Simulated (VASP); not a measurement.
Computed with PBEsol GGA, VASP's PBE PAW potentials (set 64) (plane waves; VASP).

The input files of a VASP run:

### KPOINTS
```
Automatic mesh
0
Gamma
13 13 6
0 0 0
```

File POSCAR:
```
Cd
1.0
  1.4777234077  -2.5594923109   0.0000000000
  1.4777234077   2.5594923109   0.0000000000
  0.0000000000   0.0000000000   5.4695750447
Cd
2
Cart
  1.4777234077   0.8531658100   1.3673937612
  1.4777234077  -0.8531658100   4.1021812835
```

### INCAR
```
SYSTEM = Cd
PREC = Accurate
ENCUT = 400
EDIFF = 1E-8
NELM = 100
ALGO = Normal
LREAL = .FALSE.
LASPH = .TRUE.
ISMEAR = 1
SIGMA = 0.1
GGA = PS
LMAXMIX = 4
LWAVE = .FALSE.
LCHARG = .FALSE.
IBRION = 1
ISIF = 2
NSW = 30
EDIFFG = -0.001
```

POTCAR, in this order: Cd (PBE.64 set). Program: vasp_std.

Output of the run:

### OSZICAR
```
       N       E                     dE             d eps       ncg     rms          rms(c)
DAV:   1     0.141169103925E+03    0.14117E+03   -0.11704E+04  2728   0.124E+03
DAV:   2     0.126177472595E+00   -0.14104E+03   -0.13848E+03  2776   0.343E+02
DAV:   3    -0.259846199341E+01   -0.27246E+01   -0.27220E+01  3336   0.571E+01
DAV:   4    -0.260125085374E+01   -0.27889E-02   -0.27888E-02  3192   0.155E+00
DAV:   5    -0.260125789552E+01   -0.70418E-05   -0.70414E-05  3312   0.748E-02    0.499E+00
DAV:   6    -0.242569709327E+01    0.17556E+00   -0.48017E-01  2856   0.931E+00    0.390E+00
DAV:   7    -0.241192540460E+01    0.13772E-01   -0.39714E-02  3112   0.205E+00    0.201E+00
DAV:   8    -0.240984929117E+01    0.20761E-02   -0.35070E-03  2920   0.874E-01    0.105E-01
DAV:   9    -0.240986271628E+01   -0.13425E-04   -0.24768E-05  3472   0.613E-02    0.454E-02
DAV:  10    -0.240987997820E+01   -0.17262E-04   -0.13976E-05  2928   0.460E-02    0.334E-03
DAV:  11    -0.240988027011E+01   -0.29191E-06   -0.11123E-07  3440   0.339E-03    0.143E-03
DAV:  12    -0.240988017045E+01    0.99657E-07   -0.47870E-09  2048   0.634E-04    0.897E-04
DAV:  13    -0.240988020012E+01   -0.29675E-07   -0.58709E-10  1744   0.286E-04    0.200E-04
DAV:  14    -0.240988020582E+01   -0.56953E-08   -0.39248E-11  1608   0.608E-05
   1 F= -.24098802E+01 E0= -.24098861E+01  d E =-.240988E+01
```

File OUTCAR:
```
------------------------ aborting loop because EDIFF is reached ----------------------------------------
  FORCE on cell =-STRESS in cart. coord.  units (eV):
  Direction    XX          YY          ZZ          XY          YZ          ZX
  --------------------------------------------------------------------------------------
  Total        0.0202846      0.0202846     -0.0053331      0.0000000     -0.0000000     -0.0000000
  in kB        0.7855018      0.7855020     -0.2065199      0.0000000     -0.0000000     -0.0000000
  external PRESSURE =       0.4548280 kB  Pullay stress =       0.0000000 kB
  volume of cell :       41.37
      direct lattice vectors                 reciprocal lattice vectors
     1.477723408 -2.559492311  0.000000000     0.338358313 -0.195351241  0.000000000
     1.477723408  2.559492311  0.000000000     0.338358313  0.195351241  0.000000000
     0.000000000  0.000000000  5.469575045     0.000000000  0.000000000  0.182829560
 POSITION                                       TOTAL-FORCE (eV/Angst)
 -----------------------------------------------------------------------------------
      1.47772      0.85317      1.36739         0.000000      0.000000      0.000000
      1.47772     -0.85317      4.10218        -0.000000     -0.000000      0.000000
 -----------------------------------------------------------------------------------
    total drift:                                0.000014      0.000186      0.000002
  FREE ENERGIE OF THE ION-ELECTRON SYSTEM (eV)
  ---------------------------------------------------
  free  energy   TOTEN  =        -2.4098802058 eV

  energy  without entropy=       -2.4098977669  energy(sigma->0) =       -2.40988606

 reached required accuracy - stopping structural energy minimisation
```
(Selected blocks of OUTCAR.)

The compound is Cd in the hcp structure. It was relaxed first. The start is the result of an earlier pass.
